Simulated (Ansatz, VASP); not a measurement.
# AlNi in two plane-wave programs, part 2 of 2

Wanted: the spread between two codes on one cell, functional and k mesh. The cell is taken from a series of runs on this material, whose earlier steps may have relaxed, scaled, displaced or heated it; both programs get it as it stands.

VASP 6.6.1 and Ansatz 0.2.0.

So far: The starting structure; Ansatz: zone-centre phonons, LDA.

## 3. VASP: zone-centre phonons, LDA

Level of this step: LDA, no spin polarisation; plane waves and PAW (Al, Ni) (VASP).

The same cell, functional (in two slightly different forms), mesh and smearing now go to VASP, with its own data sets.

Lines of VASP's logs that name or quote its potential files are left out, and so is its time.

The input, INCAR:

```
SYSTEM = AlNi
PREC = Accurate
ENCUT = 600
EDIFF = 1E-08
NELM = 120
ISMEAR = 1
SIGMA = 0.2
LREAL = .FALSE.
ALGO = Normal
GGA = PW92
NBANDS = 12
LASPH = .TRUE.
LORBIT = 11
LWAVE = .FALSE.
LCHARG = .FALSE.
ISIF = 2
IBRION = 8
GGA_COMPAT = .FALSE.
KPAR = 2
```

The input, POSCAR:

```
AlNi
1.0
    2.8885549533      0.0000000000      0.0000000000
    0.0000000000      2.8885549533      0.0000000000
    0.0000000000      0.0000000000      2.7674769292
Al Ni
1 1
Direct
    0.0000000000      0.0000000000      0.0000000000
    0.5000000000      0.5000000000      0.5000000000
```

The input, KPOINTS:

```
Automatic mesh
0
Gamma
16 16 16
0 0 0
```

The projector-augmented-wave data sets are Al and Ni (LDA family, release 64).

Launch:

```bash
$ mpirun -np 2 vasp_std
```

Numbers of over 12 decimals in the logs are rounded to 6 here.

What it wrote:

```text
[banner, memory and clock lines left out]
running    2 mpi-ranks, on    1 nodes
 distrk:  each k-point on    1 cores,    2 groups
 distr:  one band on    1 cores,    1 groups

 POSCAR found type information on POSCAR AlNi
 POSCAR found :  2 types and       2 ions
|                                                                             |
|               ----> ADVICE to this user running VASP <----                  |
|                                                                             |
|     You enforced a specific xc type in the INCAR file but a different       |
|     [... a line on the potential file left out ...]
|     I HOPE YOU KNOW WHAT YOU ARE DOING!                                     |
|                                                                             |

 LDA part: xc-table for (Slater(with rela. corr.)+PW92), standard interpolation
 POSCAR, INCAR and KPOINTS ok, starting setup
 FFT: planning ... GRIDC
 FFT: planning ... GRID_SOFT
 FFT: planning ... GRID
 WAVECAR not read
 entering main loop
       N       E                     dE             d eps       ncg     rms          rms(c)
DAV:   1     0.437469652792E+02    0.43747E+02   -0.62175E+03  9824   0.129E+03
DAV:   2    -0.118071803356E+02   -0.55554E+02   -0.51365E+02  9928   0.209E+02
DAV:   3    -0.135748252878E+02   -0.17676E+01   -0.17442E+01 11764   0.436E+01
DAV:   4    -0.135981392945E+02   -0.23314E-01   -0.23304E-01 10944   0.447E+00
DAV:   5    -0.135987121778E+02   -0.57288E-03   -0.57287E-03 11632   0.785E-01    0.119E+01
DAV:   6    -0.152164356972E+02   -0.16177E+01   -0.45146E+01 10808   0.109E+02    0.147E+01
DAV:   7    -0.122067521694E+02    0.30097E+01   -0.13671E+01 10924   0.659E+01    0.102E+00
DAV:   8    -0.121923345407E+02    0.14418E-01   -0.29096E-01 11780   0.617E+00    0.102E+00
DAV:   9    -0.121766477136E+02    0.15687E-01   -0.47175E-02 11824   0.323E+00    0.169E-01
DAV:  10    -0.121762759731E+02    0.37174E-03   -0.11003E-03 11960   0.492E-01    0.804E-02
DAV:  11    -0.121762764524E+02   -0.47935E-06   -0.36933E-05 12068   0.606E-02    0.211E-02
DAV:  12    -0.121762757365E+02    0.71593E-06   -0.33234E-06 12604   0.297E-02    0.493E-03
DAV:  13    -0.121762755514E+02    0.18509E-06   -0.63600E-07 14620   0.896E-03    0.141E-03
DAV:  14    -0.121762755521E+02   -0.65302E-09   -0.20827E-08  7476   0.161E-03
   1 F= -.12176276E+02 E0= -.12176123E+02  d E =-.456653E-03
 Linear response reoptimize wavefunctions to high precision
DAV:   1    -0.121762755515E+02    0.59595E-09   -0.98985E-09 10768   0.169E-03
DAV:   2    -0.121762755515E+02   -0.22737E-11   -0.11577E-10  5568   0.103E-04
 Linear response DOF=           4
 Linear response progress:
  Degree of freedom:   1/  4
       N       E                     dE             d eps       ncg     rms          rms(c)
RMM:   1    -0.605640830279E-02   -0.60564E-02    0.38574E-03 38773   0.677E-01
RMM:   2    -0.572925012575E-02    0.32716E-03   -0.15829E-05 25725   0.245E-01    0.626E-02
RMM:   3    -0.571228740749E-02    0.16963E-04   -0.12146E-04 28494   0.895E-02    0.304E-02
RMM:   4    -0.577891288817E-02   -0.66625E-04   -0.47435E-05 28252   0.533E-02    0.604E-03
RMM:   5    -0.578268866976E-02   -0.37758E-05   -0.36575E-06 28980   0.127E-02    0.150E-03
RMM:   6    -0.578165326651E-02    0.10354E-05   -0.14979E-07 28601   0.306E-03    0.839E-04
RMM:   7    -0.578166946496E-02   -0.16198E-07   -0.17346E-08 27097   0.136E-03    0.648E-04
RMM:   8    -0.578179183418E-02   -0.12237E-06   -0.25782E-09 30540   0.415E-04    0.191E-04
RMM:   9    -0.578182551994E-02   -0.33686E-07   -0.18825E-11 30655   0.118E-04    0.130E-05
RMM:  10    -0.578180416684E-02    0.21353E-07    0.22593E-11 31137   0.353E-05    0.554E-06
RMM:  11    -0.578180761367E-02   -0.34468E-08    0.23681E-11 30655   0.127E-05    0.848E-07
 first order change of Fermi-energy   0.39149E-04
 force on displaced ion       1 direction 1 :  -6.074   0.000   0.000
 Linear response progress:
  Degree of freedom:   2/  4
       N       E                     dE             d eps       ncg     rms          rms(c)
RMM:   1    -0.525411830888E-02   -0.52541E-02    0.77163E-04 21272   0.598E-01
RMM:   2    -0.500134402062E-02    0.25277E-03   -0.98128E-05 14499   0.208E-01    0.552E-02
RMM:   3    -0.499203296783E-02    0.93111E-05   -0.79195E-05 15788   0.735E-02    0.282E-02
RMM:   4    -0.505187214020E-02   -0.59839E-04   -0.36437E-05 15681   0.464E-02    0.542E-03
RMM:   5    -0.505478856036E-02   -0.29164E-05   -0.24548E-06 16098   0.108E-02    0.181E-03
RMM:   6    -0.505464832013E-02    0.14024E-06   -0.14283E-07 14886   0.358E-03    0.991E-04
RMM:   7    -0.505467031467E-02   -0.21995E-07   -0.24056E-08 14531   0.197E-03    0.490E-04
RMM:   8    -0.505478389727E-02   -0.11358E-06   -0.74086E-09 17013   0.537E-04    0.227E-04
RMM:   9    -0.505488174133E-02   -0.97844E-07   -0.54326E-10 16909   0.132E-04    0.227E-05
RMM:  10    -0.505486163388E-02    0.20107E-07   -0.43052E-11 17185   0.398E-05    0.949E-06
RMM:  11    -0.505486653665E-02   -0.49028E-08   -0.47673E-11 16642   0.147E-05    0.818E-07
 first order change of Fermi-energy  -0.19567E-03
 force on displaced ion       1 direction 3 :  -0.000  -0.000  -5.987
 Linear response progress:
  Degree of freedom:   3/  4
       N       E                     dE             d eps       ncg     rms          rms(c)
RMM:   1    -0.188522723784E+00   -0.18852E+00   -0.10101E-01 25783   0.269E+00
RMM:   2    -0.186998134404E+00    0.15246E-02   -0.17660E-03 25819   0.524E-01    0.130E-01
RMM:   3    -0.187021777929E+00   -0.23644E-04   -0.14551E-04 27809   0.102E-01    0.766E-02
RMM:   4    -0.187434089679E+00   -0.41231E-03   -0.16843E-04 29879   0.100E-01    0.533E-03
RMM:   5    -0.187417731040E+00    0.16359E-04   -0.34624E-06 30442   0.193E-02    0.314E-03
RMM:   6    -0.187414297904E+00    0.34331E-05   -0.23898E-07 27905   0.592E-03    0.222E-03
RMM:   7    -0.187407815786E+00    0.64821E-05   -0.11030E-07 29838   0.375E-03    0.496E-04
RMM:   8    -0.187404022401E+00    0.37934E-05   -0.92172E-09 31530   0.838E-04    0.107E-04
RMM:   9    -0.187403527121E+00    0.49528E-06   -0.10738E-09 31508   0.231E-04    0.241E-05
RMM:  10    -0.187403315542E+00    0.21158E-06   -0.39763E-10 32263   0.680E-05    0.946E-06
RMM:  11    -0.187403337327E+00   -0.21785E-07   -0.37180E-10 31816   0.314E-05    0.197E-06
RMM:  12    -0.187403333454E+00    0.38723E-08   -0.30978E-10 32402   0.197E-05    0.623E-07
 first order change of Fermi-energy   0.58977E-03
 force on displaced ion       2 direction 1 :  -6.094   0.000   0.000
 Linear response progress:
  Degree of freedom:   4/  4
       N       E                     dE             d eps       ncg     rms          rms(c)
RMM:   1    -0.186509575639E+00   -0.18651E+00   -0.97926E-02 14344   0.269E+00
RMM:   2    -0.185369027926E+00    0.11405E-02   -0.17801E-03 14401   0.509E-01    0.125E-01
RMM:   3    -0.185334450764E+00    0.34577E-04   -0.13499E-04 15431   0.101E-01    0.743E-02
RMM:   4    -0.185679172565E+00   -0.34472E-03   -0.18766E-04 16515   0.107E-01    0.606E-03
RMM:   5    -0.185667251736E+00    0.11921E-04   -0.37423E-06 16686   0.216E-02    0.442E-03
RMM:   6    -0.185660359332E+00    0.68924E-05   -0.28404E-07 14996   0.658E-03    0.275E-03
RMM:   7    -0.185650456505E+00    0.99028E-05   -0.70195E-08 16803   0.273E-03    0.326E-04
RMM:   8    -0.185647338993E+00    0.31175E-05   -0.30257E-09 17547   0.521E-04    0.646E-05
RMM:   9    -0.185647132138E+00    0.20686E-06   -0.65032E-10 17377   0.192E-04    0.279E-05
RMM:  10    -0.185646780401E+00    0.35174E-06   -0.33888E-10 17251   0.734E-05    0.767E-06
RMM:  11    -0.185646830102E+00   -0.49701E-07   -0.50128E-10 17508   0.339E-05    0.133E-06
RMM:  12    -0.185646830715E+00   -0.61290E-09   -0.55143E-10 17348   0.175E-05    0.116E-06
 first order change of Fermi-energy   0.27123E-02
 force on displaced ion       2 direction 3 :  -0.000  -0.000  -5.969
 Linear response finished
```

Parts of OUTCAR (step 3):

```text
ion  position               nearest neighbor table
   1  0.000  0.000  0.000-   2 2.47   2 2.47   2 2.47   2 2.47   2 2.47   2 2.47   2 2.47   2 2.47

  LATTYP: Found a simple tetragonal cell.
 ALAT       =     2.8885549533
 C/A-ratio  =     0.9580835310

 Subroutine GETGRP returns: Found 16 space group operations
 (whereof 16 operations were pure point group operations)

The static configuration has the point symmetry D_4h.

 Found    405 irreducible k-points:

   k-points           NKPTS =    405   k-points in BZ     NKDIM =    405   number of bands    NBANDS=     12

   dimension x,y,z NGX =    24 NGY =   24 NGZ =   24
   dimension x,y,z NGXF=    48 NGYF=   48 NGZF=   48

   ENCUT  =  600.0 eV  44.10 Ry    6.64 a.u.   5.77  5.77  5.53*2*pi/ulx,y,z

   NELECT =      13.0000    total number of electrons

 k-points in reciprocal lattice and weights: Automatic mesh
   0.00000000  0.00000000  0.00000000       0.000
   0.06250000  0.00000000  0.00000000       0.001
   0.12500000  0.00000000  0.00000000       0.001
   0.18750000  0.00000000  0.00000000       0.001
   0.25000000  0.00000000  0.00000000       0.001
   0.31250000  0.00000000  0.00000000       0.001
   0.37500000  0.00000000  0.00000000       0.001
   0.43750000  0.00000000  0.00000000       0.001
   0.50000000  0.00000000  0.00000000       0.000
[...]
0.50000000  0.43750000  0.50000000       0.001
   0.50000000  0.50000000  0.50000000       0.000

 average (electrostatic) potential at core
       1 -67.8989       2 -81.1390

  Total       -0.5890553     -0.5890553      0.0380865      0.0000000      0.0000000      0.0000000
  in kB      -40.8715757    -40.8715757      2.6426282      0.0000000      0.0000000      0.0000000
  external PRESSURE =     -26.3668411 kB  Pullay stress =       0.0000000 kB

  energy-cutoff  :      600.00
  volume of cell :       23.09
      direct lattice vectors                 reciprocal lattice vectors
     2.888554953  0.000000000  0.000000000     0.346193864  0.000000000  0.000000000
     0.000000000  2.888554953  0.000000000     0.000000000  0.346193864  0.000000000
     0.000000000  0.000000000  2.767476929     0.000000000  0.000000000  0.361339959

 POSITION                                       TOTAL-FORCE (eV/Angst)
 -----------------------------------------------------------------------------------
      0.00000      0.00000      0.00000         0.000000      0.000000      0.000000
      1.44428      1.44428      1.38374         0.000000      0.000000      0.000000
 -----------------------------------------------------------------------------------
    total drift:                                0.000000     -0.000000     -0.000000

 Eigenvectors and eigenvalues of the dynamical matrix
 ----------------------------------------------------

   1 f  =    8.966586 THz    56.338719 2PiTHz  299.093102 cm-1    37.082802 meV
             X         Y         Z           dx          dy          dz
      0.000000  0.000000  0.000000    -0.340732   -0.753842   -0.000000
      1.444277  1.444277  1.383738     0.231393    0.511938    0.000000

   2 f  =    8.966586 THz    56.338719 2PiTHz  299.093102 cm-1    37.082802 meV
             X         Y         Z           dx          dy          dz
      0.000000  0.000000  0.000000    -0.753842    0.340732   -0.000000
      1.444277  1.444277  1.383738     0.511938   -0.231393    0.000000

   3 f  =    8.893306 THz    55.878293 2PiTHz  296.648773 cm-1    36.779744 meV
             X         Y         Z           dx          dy          dz
      0.000000  0.000000  0.000000    -0.000000    0.000000    0.828092
      1.444277  1.444277  1.383738     0.000000    0.000000   -0.560592

   4 f/i=    0.006458 THz     0.040577 2PiTHz    0.215418 cm-1     0.026708 meV
             X         Y         Z           dx          dy          dz
      0.000000  0.000000  0.000000     0.000000    0.000000   -0.560592
      1.444277  1.444277  1.383738    -0.000000    0.000000   -0.828092

   5 f/i=    0.006621 THz     0.041603 2PiTHz    0.220866 cm-1     0.027384 meV
             X         Y         Z           dx          dy          dz
      0.000000  0.000000  0.000000     0.537072    0.164855    0.000000
      1.444277  1.444277  1.383738     0.790852    0.242754    0.000000

   6 f/i=    0.006621 THz     0.041603 2PiTHz    0.220866 cm-1     0.027384 meV
             X         Y         Z           dx          dy          dz
      0.000000  0.000000  0.000000    -0.164855    0.537072   -0.000000
      1.444277  1.444277  1.383738    -0.242754    0.790852    0.000000

 ELASTIC MODULI CONTR FROM IONIC RELAXATION (kBar)
 Direction    XX          YY          ZZ          XY          YZ          ZX
 --------------------------------------------------------------------------------
 XX           0.0000      0.0000      0.0000      0.0000      0.0000      0.0000
 YY           0.0000      0.0000      0.0000      0.0000      0.0000      0.0000
 ZZ           0.0000      0.0000      0.0000      0.0000      0.0000      0.0000
 XY           0.0000      0.0000      0.0000      0.0000      0.0000      0.0000
 YZ           0.0000      0.0000      0.0000      0.0000      0.0000      0.0000
 ZX           0.0000      0.0000      0.0000      0.0000      0.0000      0.0000
 --------------------------------------------------------------------------------
```

## 4. Side by side

Known differences besides the potentials themselves: the data sets hold 21 valence electrons in Ansatz (on its PAW soft_1 files) and 13 in VASP; the cutoff is 420 eV in Ansatz and 600 eV in VASP; VASP's log shows a relativistic correction to its local exchange, Ansatz's none. Total energies have different zeros and are not compared.

Both answers:

```tsv
quantity	Ansatz	VASP	difference
optical mode 1 (cm⁻¹)	295.0	296.6	-0.57 %
optical mode 2 to 3 (cm⁻¹)	296.9	299.1	-0.73 %
```

Modes are paired by rising frequency, not by their patterns, so a pair may set unlike modes beside each other; they are those without the splitting of longitudinal modes.

## 5. What came out

- r.m.s. difference of the optical zone-centre modes, each program's sorted by frequency (zone-centre phonons, LDA): 2.0 cm⁻¹
- difference in optical mode 2 to 3 (zone-centre phonons, LDA): -0.7 %

What this shows: The r.m.s. difference of the optical zone-centre modes, each program's sorted by frequency is 2.0 cm⁻¹ (zone-centre phonons, LDA). The data sets hold unlike numbers of valence electrons (21 in Ansatz and 13 in VASP), so part of the differences comes from the potentials. Among the rows given in per cent, the largest difference of the zone-centre phonons, LDA pair is in optical mode 2 to 3, -0.7 %. How closely two codes agree says nothing of how well the functional describes the real material.

[Lines on the potential files, build, host, timing and source positions are cut from VASP's logs without a mark.]

[Logs are printed without paths, hosts, clocks, repeated set-up lines and the standing remarks that a program may print on its own settings, such as how far it seeks lower states.]

[Hosts, paths, dates, database ids (printed as entryN), source tags and the programs' standing remarks are cut or masked in the printed files.]
